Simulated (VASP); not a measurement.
Consider the following.

```
Rb
1.0
    4.53814     0.00000     0.00000
    0.00000     4.53814     0.00000
    0.00000     0.00000     4.53814
Rb
1
Direct
  0.00000   0.00000   0.00000
```

All values below come from PBEsol GGA, VASP's PBE PAW potentials (set 64) (plane waves; VASP). Run with 400 eV cut-off, Gaussian smearing of 0.050 eV, potentials Rb_sv.

Question: Estimate the band gap (along the path) with the smallest direct gap where there is one.

Answer: 
```
Quantity                                                     Result
-------------------------  ----------------------------------------
band gap (along the path)  none (metal, semimetal or under 0.01 eV)
```

The absolute energy has meaning only against runs of the same code, potentials and settings.

The structure was generated: Rb was put into the simple-cubic type (Pm-3m), which need not be its known phase. It was relaxed first.
